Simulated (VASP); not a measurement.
All values below come from LDA (Ceperley-Alder, Perdew-Zunger), VASP's LDA PAW potentials (set 64) (plane waves; VASP).

The input files of a VASP run:

File POSCAR:
```
TiCo
1
    2.7533399067     0.0000000000     0.0000000000
   -0.0000000000     2.7533399067     0.0000000000
   -0.0000000000     0.0000000000     2.7533399067
Ti Co
1 1
Direct
  0.0000000000   0.0000000000   0.0000000000
  0.5000000000   0.5000000000   0.5000000000
```

File KPOINTS:
```
K-points
0
G
 13 13 13
```

INCAR:
```
SYSTEM = TiCo
PREC = Accurate
ENCUT = 500
EDIFF = 1E-6
NELM = 100
ALGO = Normal
LREAL = .FALSE.
LASPH = .TRUE.
ISMEAR = 1
SIGMA = 0.1
LMAXMIX = 4
LWAVE = .FALSE.
LCHARG = .FALSE.
IBRION = 2
ISIF = 3
NSW = 40
EDIFFG = -0.02
PSTRESS = 450
```

POTCAR, in this order: Ti_sv Co (LDA.64 set). Program: vasp_std.

**Question.** What will the output report for the number of irreducible k-points (NKPTS), largest plane-wave count, number of space-group operations, FFT grid (NGX, NGY, NGZ)?

**Answer.** 
```json
{
 "number of irreducible k-points (NKPTS)": "84",
 "largest_plane_wave_count": "540",
 "number_of_space_group_operations": "48",
 "FFT grid (NGX, NGY, NGZ)": "20 × 20 × 20"
}
```

The compound is TiCo in the CsCl type structure. It was relaxed first under an external pressure of 45 GPa. The run is not spin-polarised, so no magnetic state was tried. The electron count is odd and the run is not spin-polarised, which forces a metal.
